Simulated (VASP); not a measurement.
Given:

```
CSi
1.0
    0.00000     2.23665     2.23665
    2.23665     0.00000     2.23665
    2.23665     2.23665     0.00000
Si C
1 1
Direct
  0.00000   0.00000   0.00000
  0.25000   0.25000   0.25000
```

Computed with PBE GGA, VASP's PBE PAW potentials (set 64) (plane waves; VASP). Run with PREC = Normal, 500 eV cut-off, 6×6×6 Γ-centred mesh, Gaussian smearing of 0.010 eV, potentials Si_GW C_GW_new.

Give the stress tensor in GPa (positive for a compressed cell).

```
-11.71    0.00    0.00
  0.00  -11.71    0.00
  0.00    0.00  -11.71
```
The pressure is its mean diagonal, -11.71 GPa.

The compound is SiC in the zinc blende structure. This cell is one point of a volume scan, at 1.08 of the reference volume.
